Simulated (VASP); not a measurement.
```
CELL_PARAMETERS angstrom
      2.72000     0.00000     0.00000
      0.00000     2.72000     0.00000
      0.00000     0.00000     3.71000
ATOMIC_POSITIONS crystal
  Fe 0.00000 0.00000 0.00000
  Pt 0.50000 0.50000 0.50000
```
Starting moments (μB, in the order of the record's atoms Fe Pt): 3.0 0.0.

Level of theory: revPBE GGA, VASP's PBE PAW potentials (set 64) (plane waves; VASP). Run with 520 eV cut-off, 12×12×9 Γ-centred mesh, first-order Methfessel-Paxton smearing of 0.10 eV, potentials Fe Pt.

Energy and stress use the plane-wave basis of the starting cell.

The ions, cell shape and volume are relaxed. What does this cell relax into?

```
CELL_PARAMETERS angstrom
      2.74793     0.00000     0.00000
      0.00000     2.74793     0.00000
      0.00000     0.00000     3.77457
ATOMIC_POSITIONS crystal
  Fe 0.00000 0.00000 0.00000
  Pt 0.50000 0.50000 0.50000
```
Space group P4/mmm (123), at a tolerance of 0.03 Å. The cell ends with 3.35 μB, on the sites 3.00 0.33 μB.

How do energy and volume change from the first to the last step?

The energy (σ→0) changes by -12.7 meV/atom and the volume by +3.8 %, in 9 ionic steps.

The compound is FePt in the L1_0 structure. This run relaxes it. Symmetry was kept, so distortions that lower it aren't found.
